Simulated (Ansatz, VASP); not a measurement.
**BeH2 (BeH2 (Ibam)) in two plane-wave programs**

Aim: how closely do two programs agree when they are given the same cell, functional and k mesh? The structure shown is the start of the Ansatz relaxation below; VASP solves that cell, so the two are compared at the walk's first step.

Calculated with Ansatz 0.2.0; plane waves, with VASP 6.6.1 beside it; single point at PBEsol.

### Step 1. Set-up

The cell holds 144 atoms: 48 Be and 96 H. Its edges and angles: a = 12.225 Å, b = 12.225 Å, c = 12.225 Å, α = 141.9°, β = 88.5°, γ = 103.9°.

### Step 2. Ansatz: relaxation, PBEsol

Ansatz runs on its default PAW (the set named soft_2) files.

The two programs are compared at the cell with which this relaxation starts, whose forces are those of its first step.

input.yaml

```yaml
crystal:
  lattice:
    - [-3.9933261508, 8.7573595481, 7.5377721599]
    - [3.9933261508, -8.7573595481, 7.5377721599]
    - [3.9933261508, 8.7573595481, -7.5377721599]
  atoms:
    - { symbol: Be, position: [0.125, 0.375, 0.25] }
    - { symbol: Be, position: [0.375, 0.125, 0.25] }
    - { symbol: Be, position: [0.0840467502, 0.3093626352, 0.3934093855] }
    - { symbol: Be, position: [0.3340467503, 0.4406373648, 0.274684115] }
    - { symbol: Be, position: [0.1659532498, 0.0593626352, 0.225315885] }
    - { symbol: Be, position: [0.4159532497, 0.1906373648, 0.1065906145] }
    - { symbol: H, position: [0.282222335, 0.1973158266, 0.3255428101] }
    - { symbol: H, position: [0.1282269835, 0.0433204751, 0.3255428101] }
    - { symbol: H, position: [0.3782269835, 0.0526841734, 0.0849065084] }
    - { symbol: H, position: [0.467777665, 0.2933204751, 0.4150934916] }
    - { symbol: H, position: [0.3401354289, 0.1205549142, 0.4606903432] }
    - { symbol: H, position: [0.0901354289, 0.1294450858, 0.2195805146] }
    - { symbol: H, position: [0.1598645711, 0.3794450858, 0.0393096568] }
    - { symbol: H, position: [0.4098645711, 0.3705549142, 0.2804194854] }
    - { symbol: H, position: [0.032222335, 0.2066795249, 0.0849065084] }
    - { symbol: H, position: [0.1217730165, 0.4473158266, 0.4150934916] }
    - { symbol: H, position: [0.3717730165, 0.4566795249, 0.1744571899] }
    - { symbol: H, position: [0.217777665, 0.3026841734, 0.1744571899] }
    - { symbol: Be, position: [0.125, 0.375, 0.75] }
    - { symbol: Be, position: [0.375, 0.125, 0.75] }
    - { symbol: Be, position: [0.0840467502, 0.3093626352, 0.8934093855] }
    - { symbol: Be, position: [0.3340467503, 0.4406373648, 0.774684115] }
    - { symbol: Be, position: [0.1659532498, 0.0593626352, 0.725315885] }
    - { symbol: Be, position: [0.4159532497, 0.1906373648, 0.6065906145] }
    - { symbol: H, position: [0.282222335, 0.1973158266, 0.8255428101] }
    - { symbol: H, position: [0.1282269835, 0.0433204751, 0.8255428101] }
    - { symbol: H, position: [0.3782269835, 0.0526841734, 0.5849065084] }
    - { symbol: H, position: [0.467777665, 0.2933204751, 0.9150934916] }
    - { symbol: H, position: [0.3401354289, 0.1205549142, 0.9606903432] }
    - { symbol: H, position: [0.0901354289, 0.1294450858, 0.7195805147] }
[... 108 atom lines left out ...]
    - { symbol: H, position: [0.6598645711, 0.8794450858, 0.5393096568] }
    - { symbol: H, position: [0.9098645711, 0.8705549142, 0.7804194853] }
    - { symbol: H, position: [0.532222335, 0.7066795249, 0.5849065084] }
    - { symbol: H, position: [0.6217730165, 0.9473158266, 0.9150934916] }
    - { symbol: H, position: [0.8717730165, 0.9566795249, 0.6744571899] }
    - { symbol: H, position: [0.717777665, 0.8026841734, 0.6744571899] }
basis:
  ecutwfc: 420
  xc_grid: 2
hamiltonian:
  xc: pbesol
kpoints:
  mp_grid: { grid: [1, 1, 1] }
scf:
  occupations: { method: fermi_dirac, width: 0.01 }
  max_iter: 80
output:
  forces: true
relax:
  f_tol: 0.01
  max_steps: 120
  random_displacement: { amplitude: 0.08, seed: 57 }
checkpoint:
  write: "../pristine.rattled.run"
  compress: false
  write_wavefunctions: false
  write_every: 100000
```

The run is started by

```
> ansatz run input.yaml --threads 4 --pin off --max-ram 7536MiB --backend cpu --events-out ev --progress --plain --runs-dir out
```

Numbers of over 12 decimals in the logs are rounded to 6 here.

Output:

```text
Engine: ansatz 0.2.0, x86_64-unknown-linux-gnu
Pseudopotentials: kind: paw
Pseudopotential: Be, paw, valence charge 2, recommended cutoff 420 eV (normal), Be.paw.azcp
Pseudopotential: H, paw, valence charge 1, recommended cutoff 420 eV (normal), H.paw.azcp
Functional definition: PBEsol
  exchange = pbesol_x
  correlation = pbesol_c
Crystal: 144 atoms, lattice volume = 1054.414 Å³
Basis set: ecut = 420 eV, 20653 PW (Γ), exchange–correlation on 180×180×180 points (8 copies of the dense FFT grid, shifted against one another)
Bands: 240, of which v1, the nominal top of the filled ones, is band 96 counted from 1 (95 counted from 0)
Symmetry: 1 space group operations
k-points: 1
Non-local potential: Be, projectors of the file, l = 0: 2, l = 1: 2, l = 2: 1
Non-local potential: H, projectors of the file, l = 0: 2, l = 1: 1
PAW form: soft (Blöchl's): semilocal exchange-correlation on the pseudo side does not see the compensation charge
PAW frozen core: Be, regenerated for the run's functional, and the local potential with it (the file was generated under x = pbe(κ = 0.804, μ = 0.219515), c = pbe(β = 0.066725))
PAW one-centre angular grid: Be, 110 points (default); XC on 64 Gauss nodes
PAW one-centre angular grid: H, 110 points (default); XC on 64 Gauss nodes
Initial density: superposition of atomic densities (neutral atoms: chi_scale 0, normalization atom), corrected by the library's trained network
Initial wavefunctions: pseudopotential atomic-orbital guess
Functional: x = pbesol(κ = 0.804, μ = 0.123457), c = pbesol(β = 0.046)
SCF iter   1: F=—  HF=-5837.924200 eV  |F-HF|=—  |Δ(HF+E_count)|=         —  Δρ=8.23e-3  dr2=4.96e-1  ethr=1.77e-3  ⟨swp⟩=10.0  Hψ=1443  notcnv=0  defer=35
preconditioner: auto → Resta (q_TF=auto, 2.054 Å⁻¹)  ε∞=2.7  [insulator: Δε(μ)=4.593 eV  Ē_g=11.979 eV  σ=0.010 eV  W_gap=1.00  n_scr=150 (ndim 8)  ℏωp=15.8 eV  f_vac=0.000  D(μ)=0.00/eV (n_scr^D=0)  ε∞_Penn≈2.7]
SCF iter   2: F=—  HF=-5837.831348 eV  |F-HF|=—  |Δ(HF+E_count)|=   9.29e-2  Δρ=3.91e-3  dr2=1.21e-1  ethr=2.58e-4  ⟨swp⟩=1.0  Hψ=276  notcnv=0  defer=71
SCF iter   3: F=—  HF=-5837.814256 eV  |F-HF|=—  |Δ(HF+E_count)|=   1.71e-2  Δρ=3.53e-4  dr2=1.70e-3  ethr=6.32e-5  ⟨swp⟩=3.0  Hψ=210  notcnv=0  defer=135
SCF iter   4: F=—  HF=-5837.815916 eV  |F-HF|=—  |Δ(HF+E_count)|=   1.66e-3  Δρ=6.14e-5  dr2=5.65e-5  ethr=8.84e-7  ⟨swp⟩=2.0  Hψ=210  notcnv=0  defer=135
iter 5 did not close the SCF: its close was put off for the readings that it lacked (scf_convergence_deferred on its scf_iter line)
SCF iter   5: F=-5837.815997 eV  HF=-5837.815996 eV  |F-HF|=1.41e-6  |Δ(HF+E_count)|=   7.95e-5  Δρ=1.09e-5  dr2=1.67e-6  ethr=2.94e-8  ⟨swp⟩=2.0  Hψ=201  notcnv=0  defer=135
SCF iter   6: F=-5837.815998 eV  HF=-5837.815998 eV  |F-HF|=2.93e-8  |Δ(HF+E_count)|=   1.91e-6  Δρ=2.26e-6  dr2=8.06e-8  ethr=8.70e-10  ⟨swp⟩=1.0  Hψ=445  notcnv=0
SCF 1 converged in 6 iterations: F = -5837.815998 eV  dr2 = 8.06e-8
  greatest PAW one-centre occupation: 0.396 electrons in one spin orbital (limit 2), on the Be atom at site 75 (counted from 0), in its partial waves of l = 0
relax step   1: F+E_penalty+E_count = -5837.81599757 eV  Δ(F+E_penalty+E_count) = +0.000e0 eV  max|allowed force component| = 1.624e0 eV/Å  Δτ_max = 0.0000 Å  (6 SCF iters, dr2 threshold 2.50e-6 eV, accepted)
Initial density: handed on by an earlier stage of this run
Initial wavefunctions: those handed on with the density
iter 1 solved again at ethr=5.97e-4 eV; its pass at ethr=3.10e-3 eV (dr2=1.15e0 eV) is discarded
SCF iter   1: F=—  HF=-5841.305994 eV  |F-HF|=—  |Δ(HF+E_count)|=         —  Δρ=1.14e-2  dr2=1.15e0  ethr=5.97e-4  ⟨swp⟩=1.0  Hψ=1018  notcnv=0  defer=46
preconditioner: auto → Resta (q_TF=auto, 2.054 Å⁻¹)  ε∞=2.7  [insulator: Δε(μ)=4.928 eV  Ē_g=12.039 eV  σ=0.010 eV  W_gap=1.00  n_scr=150 (ndim 8)  ℏωp=15.8 eV  f_vac=0.000  D(μ)=0.00/eV (n_scr^D=0)  ε∞_Penn≈2.7]
SCF iter   2: F=—  HF=-5841.036225 eV  |F-HF|=—  |Δ(HF+E_count)|=   2.70e-1  Δρ=5.40e-3  dr2=2.24e-1  ethr=5.96e-4  ⟨swp⟩=2.0  Hψ=192  notcnv=0  defer=46
SCF iter   3: F=—  HF=-5840.979494 eV  |F-HF|=—  |Δ(HF+E_count)|=   5.67e-2  Δρ=4.79e-4  dr2=1.95e-3  ethr=1.17e-4  ⟨swp⟩=3.0  Hψ=210  notcnv=0  defer=134
SCF iter   4: F=—  HF=-5840.979390 eV  |F-HF|=—  |Δ(HF+E_count)|=   1.04e-4  Δρ=7.27e-5  dr2=7.34e-5  ethr=1.01e-6  ⟨swp⟩=1.0  Hψ=240  notcnv=0  defer=135
SCF iter   5: F=-5840.979427 eV  HF=-5840.979425 eV  |F-HF|=1.47e-6  |Δ(HF+E_count)|=   3.55e-5  Δρ=1.59e-5  dr2=3.78e-6  ethr=3.82e-8  ⟨swp⟩=3.0  Hψ=436  notcnv=0
SCF 2 converged in 5 iterations: F = -5840.979427 eV  dr2 = 3.78e-6
  greatest PAW one-centre occupation: 0.382 electrons in one spin orbital (limit 2), on the Be atom at site 75 (counted from 0), in its partial waves of l = 0
[...]
- { symbol: Be, position: [0.374927, 0.624948, 0.249545] }
    - { symbol: Be, position: [0.084016, 0.807694, 0.391555] }
    - { symbol: Be, position: [0.334016, 0.942029, 0.275943] }
    - { symbol: Be, position: [0.165867, 0.557835, 0.223290] }
    - { symbol: Be, position: [0.415839, 0.692178, 0.107646] }
    - { symbol: H, position: [0.281827, 0.695970, 0.324010] }
    - { symbol: H, position: [0.128552, 0.542549, 0.323996] }
    - { symbol: H, position: [0.378406, 0.554073, 0.085505] }
    - { symbol: H, position: [0.468084, 0.792461, 0.413573] }
    - { symbol: H, position: [0.341290, 0.619838, 0.459927] }
    - { symbol: H, position: [0.090859, 0.630629, 0.221230] }
    - { symbol: H, position: [0.159477, 0.880902, 0.039247] }
    - { symbol: H, position: [0.409074, 0.869292, 0.278015] }
    - { symbol: H, position: [0.031721, 0.707268, 0.085340] }
    - { symbol: H, position: [0.121073, 0.945641, 0.413460] }
    - { symbol: H, position: [0.371065, 0.957088, 0.174988] }
    - { symbol: H, position: [0.218071, 0.803880, 0.175435] }
    - { symbol: Be, position: [0.124870, 0.874756, 0.749292] }
    - { symbol: Be, position: [0.374907, 0.624826, 0.749401] }
    - { symbol: Be, position: [0.084233, 0.807656, 0.891397] }
    - { symbol: Be, position: [0.334005, 0.942126, 0.775963] }
    - { symbol: Be, position: [0.165875, 0.557701, 0.723215] }
    - { symbol: Be, position: [0.415751, 0.692217, 0.607730] }
    - { symbol: H, position: [0.281863, 0.695775, 0.824280] }
    - { symbol: H, position: [0.128163, 0.542223, 0.823672] }
    - { symbol: H, position: [0.377816, 0.553842, 0.585217] }
    - { symbol: H, position: [0.468117, 0.792561, 0.913235] }
    - { symbol: H, position: [0.340980, 0.619406, 0.959848] }
    - { symbol: H, position: [0.091128, 0.630679, 0.721045] }
    - { symbol: H, position: [0.159138, 0.880867, 0.539428] }
    - { symbol: H, position: [0.409000, 0.869350, 0.778097] }
    - { symbol: H, position: [0.031667, 0.707470, 0.585205] }
    - { symbol: H, position: [0.121209, 0.945551, 0.913247] }
    - { symbol: H, position: [0.371551, 0.957760, 0.675590] }
    - { symbol: H, position: [0.218044, 0.803895, 0.674925] }
    - { symbol: Be, position: [0.624811, 0.374624, 0.249347] }
    - { symbol: Be, position: [0.875106, 0.124815, 0.249647] }
    - { symbol: Be, position: [0.584085, 0.307522, 0.391525] }
    - { symbol: Be, position: [0.833900, 0.441777, 0.275837] }
    - { symbol: Be, position: [0.665862, 0.057564, 0.223220] }
    - { symbol: Be, position: [0.915866, 0.191991, 0.107600] }
[...]
- { symbol: Be, position: [0.625023, 0.374823, 0.749566] }
    - { symbol: Be, position: [0.875044, 0.124913, 0.749765] }
    - { symbol: Be, position: [0.584163, 0.307738, 0.891566] }
    - { symbol: Be, position: [0.834087, 0.441962, 0.775904] }
    - { symbol: Be, position: [0.665738, 0.057537, 0.723235] }
    - { symbol: Be, position: [0.915767, 0.191982, 0.607665] }
[...]
- { symbol: Be, position: [0.625032, 0.874880, 0.249632] }
[...]
- { symbol: Be, position: [0.665820, 0.557661, 0.223266] }
    - { symbol: Be, position: [0.915772, 0.691939, 0.107573] }
[...]
- { symbol: Be, position: [0.625023, 0.874970, 0.749771] }
    - { symbol: Be, position: [0.875119, 0.624898, 0.749677] }
    - { symbol: Be, position: [0.584198, 0.807662, 0.891493] }
    - { symbol: Be, position: [0.834109, 0.941950, 0.775903] }
    - { symbol: Be, position: [0.666017, 0.557749, 0.723250] }
    - { symbol: Be, position: [0.915760, 0.691888, 0.607521] }
[...]
- { symbol: H, position: [0.840709, 0.618950, 0.959782] }
    - { symbol: H, position: [0.591020, 0.630572, 0.721187] }
    - { symbol: H, position: [0.658880, 0.880346, 0.539311] }
    - { symbol: H, position: [0.908770, 0.868772, 0.777915] }
    - { symbol: H, position: [0.531820, 0.707216, 0.585982] }
    - { symbol: H, position: [0.622108, 0.946025, 0.913993] }
    - { symbol: H, position: [0.871956, 0.957640, 0.675648] }
    - { symbol: H, position: [0.718065, 0.804016, 0.674815] }
```

### Step 3. VASP: single point, PBEsol, start cell

The same cell, functional, mesh and smearing now go to VASP, with its own data sets.

Lines of VASP's logs that name or quote its potential files are left out, and so is its time.

INCAR

```
SYSTEM = BeH2
PREC = Accurate
ENCUT = 520
EDIFF = 1E-06
NELM = 120
ISMEAR = -1
SIGMA = 0.01
LREAL = Auto
ALGO = Normal
GGA = PS
NBANDS = 196
LORBIT = 11
LWAVE = .FALSE.
LCHARG = .FALSE.
ISIF = 2
LASPH = .TRUE.
GGA_COMPAT = .FALSE.
EFERMI = MIDGAP
```

POSCAR

```
BeH2
1.0
   -3.9933261508      8.7573595481      7.5377721599
    3.9933261508     -8.7573595481      7.5377721599
    3.9933261508      8.7573595481     -7.5377721599
Be H
48 96
Direct
    0.1252419982      0.3816471600      0.2500626107
    0.3799745224      0.1299192239      0.2581643281
    0.0866388388      0.3075858903      0.3862089654
    0.3359347167      0.4398258790      0.2801879092
    0.1704495701      0.0678818560      0.2284745349
    0.4219399225      0.1995682333      0.1133320106
    0.1300182521      0.3707219052      0.7453735796
    0.3697215977      0.1185876325      0.7413358486
    0.0909549343      0.3150566590      0.8976974550
    0.3403021015      0.4409436115      0.7726340173
    0.1720015718      0.0674451959      0.7298501550
    0.4139243838      0.1949350715      0.6153015444
    0.1308238399      0.8738851649      0.2513387942
    0.3762587110      0.6342823025      0.2609435356
    0.0851791098      0.8134207176      0.4026770373
    0.3382683582      0.9413608565      0.2700285212
    0.1678774409      0.5644367934      0.2234616292
    0.4194563998      0.7012342090      0.1168355121
    0.1254104135      0.8820303375      0.7505119186
    0.3731539742      0.6187580140      0.7396971481
    0.0806513892      0.8004837422      0.8827131839
    0.3357544616      0.9363262165      0.7658077478
    0.1666958894      0.5683923368      0.7286412284
    0.4207034112      0.6855805352      0.6024306964
    0.6253485745      0.3698549029      0.2403025758
    0.8689647581      0.1257084567      0.2528037498
    0.5895082050      0.3156203087      0.3945750082
    0.8400096674      0.4386039899      0.2722935087
    0.6714686182      0.0588775523      0.2214484593
    0.9176005934      0.2018413405      0.1159397267
[... 108 atom lines left out ...]
    0.6539040745      0.8809568419      0.5390739862
    0.9097385549      0.8810666961      0.7890039442
    0.5328073205      0.7125479071      0.5950618921
    0.6239043039      0.9414797889      0.9149021074
    0.8753951989      0.9502471413      0.6712338737
    0.7148821436      0.7917981119      0.6642183363
```

KPOINTS

```
Automatic mesh
0
Gamma
1 1 1
0 0 0
```

The projector-augmented-wave data sets are Be and H (PBE family, release 64).

The run is started by

```
> export OMP_NUM_THREADS=3
> mpirun -np 1 vasp_gam
```

Output:

```text
[banner, memory and clock lines left out]
running    1 mpi-ranks, on    1 nodes
[...]
Offloading initialized ...    1 GPUs detected
[...]
|                                                                             |
|               ----> ADVICE to this user running VASP <----                  |
|                                                                             |
|     You enforced a specific xc type in the INCAR file but a different       |
|     [... a line on the potential file left out ...]
|     I HOPE YOU KNOW WHAT YOU ARE DOING!                                     |
|                                                                             |

 LDA part: xc-table for (Slater+PW92), standard interpolation
 POSCAR, INCAR and KPOINTS ok, starting setup
[...]
entering main loop
       N       E                     dE             d eps       ncg     rms          rms(c)
DAV:   1     0.652044741454E+03    0.65204E+03   -0.80424E+04   392   0.863E+02
DAV:   2    -0.391606654575E+03   -0.10437E+04   -0.83236E+03   576   0.180E+02
DAV:   3    -0.531053047924E+03   -0.13945E+03   -0.13665E+03   496   0.579E+01
DAV:   4    -0.533958039155E+03   -0.29050E+01   -0.28988E+01   512   0.893E+00
[...]
DAV:  13    -0.506827076975E+03   -0.72797E-05   -0.42934E-05   472   0.120E-02    0.497E-03
DAV:  14    -0.506827078089E+03   -0.11142E-05   -0.23026E-06   424   0.316E-03    0.154E-03
DAV:  15    -0.506827078243E+03   -0.15377E-06   -0.99596E-07   264   0.194E-03
   1 F= -.50682708E+03 E0= -.50682708E+03  d E =0.000000E+00
```

OUTCAR, selected parts (step 3):

```text
  FREE ENERGIE OF THE ION-ELECTRON SYSTEM (eV)
  ---------------------------------------------------
  free  energy   TOTEN  =      -506.8270782428 eV

  energy  without entropy=     -506.8270782428  energy(sigma->0) =     -506.82707824
```

The run ends at a pressure of 1.57 GPa, with forces up to 2.2 eV/Å.

### Step 4. Differences

Known differences besides the potentials themselves: the cutoff is 420 eV in Ansatz and 520 eV in VASP (PREC = Accurate, projectors in real space); Ansatz makes its cores anew for this functional, VASP keeps those of its PBE data sets. Total energies have different zeros and are not compared.

Forces on 10 of the 144 atoms, those with the largest forces and the largest differences (eV/Å; atoms numbered as in POSCAR):

```csv
atom,"Ansatz x, y, z","VASP x, y, z"
Be4,"0.772, -1.497, 0.661","0.771, -1.497, 0.661"
Be26,"-1.123, 1.118, 1.322","-1.124, 1.118, 1.321"
Be42,"1.056, 1.442, 0.015","1.056, 1.439, 0.018"
Be44,"-1.308, 1.624, 0.511","-1.310, 1.623, 0.509"
H76,"0.549, 0.050, -0.104","0.564, 0.052, -0.105"
H95,"-0.091, -1.078, 1.419","-0.101, -1.079, 1.426"
H133,"0.886, -1.267, -1.524","0.897, -1.269, -1.524"
H134,"-0.039, 0.618, -0.727","-0.027, 0.620, -0.735"
H137,"-1.290, -1.369, -0.110","-1.287, -1.379, -0.109"
H142,"0.183, -0.595, 0.961","0.196, -0.595, 0.967"
```

The forces differ by 5.7 meV/Å r.m.s., which is 1.0 % of the r.m.s. force of 0.586 eV/Å (both taken over all components).

### Step 5. What came out

| Item | Value |
| --- | --- |
| r.m.s. force difference (single point, PBEsol, start cell) | 0.98 % of the r.m.s. force |

The r.m.s. force difference is 0.98 % of the r.m.s. force (single point, PBEsol, start cell), within the 3 % picked in this series as the mark of a large difference. 1 further run of this series is not shown here. Such differences can come from data sets, numerical settings and the points named under the comparisons, not from the functional's error against experiment.

[Lines on the potential files, build, host, timing and source positions are cut from VASP's logs without a mark.]

[Logs are printed without paths, hosts, clocks, repeated set-up lines and the standing remarks that a program may print on its own settings, such as how far it seeks lower states.]

[Hosts, paths, dates, database ids (printed as entryN), source tags and the programs' standing remarks are cut or masked in the printed files.]
